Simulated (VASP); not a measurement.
Input:

```
CELL_PARAMETERS angstrom
      2.01575    -3.49139     0.00000
      2.01575     3.49139     0.00000
      0.00000     0.00000     6.37456
ATOMIC_POSITIONS crystal
  La 0.33333 0.66667 0.24816
  La 0.66667 0.33333 0.75184
  O  0.00000 0.00000 0.00000
  O  0.33333 0.66667 0.64551
  O  0.66667 0.33333 0.35449
```

The numbers are results of revPBE GGA, VASP's PBE PAW potentials (set 64) (plane waves; VASP), not measurements. Numerical set-up: 520 eV cut-off, 7×7×4 Γ-centred mesh, Gaussian smearing of 0.050 eV, potentials La O.

**Question.** The ions and cell shape at fixed volume are relaxed. Give the cell that the relaxation ends in.

**Answer.** 
```
CELL_PARAMETERS angstrom
      2.00190    -3.46739     0.00000
      2.00190     3.46739     0.00000
      0.00000     0.00000     6.46312
ATOMIC_POSITIONS crystal
  La 0.33333 0.66667 0.25211
  La 0.66667 0.33333 0.74789
  O  0.00000 0.00000 0.00000
  O  0.33333 0.66667 0.64384
  O  0.66667 0.33333 0.35616
```
Space group P-3m1 (164), at a tolerance of 0.03 Å.

**Question.** How much energy does the relaxation gain?

**Answer.** The energy (σ→0) changes by -3.1 meV/atom, in 9 ionic steps.

| step | E(σ→0) (eV) | max force (eV/Å) | pressure (GPa) | volume (Å³) |
|---|---|---|---|---|
| 1 | -40.0564 | 0.383 | -6.25 | 89.73 |
| 2 | -40.0688 | 0.059 | -5.66 | 89.73 |
| 3 | -40.0694 | 0.093 | -5.50 | 89.73 |
| 4 | -40.0712 | 0.062 | -5.43 | 89.73 |
| 5 | -40.0719 | 0.024 | -5.35 | 89.73 |
| 6 | -40.0719 | 0.025 | -5.36 | 89.73 |
| 7 | -40.0720 | 0.016 | -5.37 | 89.73 |
| 8 | -40.0720 | 0.015 | -5.39 | 89.73 |
| 9 | -40.0720 | 0.009 | -5.36 | 89.73 |

The compound is La2O3 in the a-type structure. This cell is one point of a volume scan, at 1.06 of the reference volume. Symmetry was kept, so distortions that lower it aren't found.
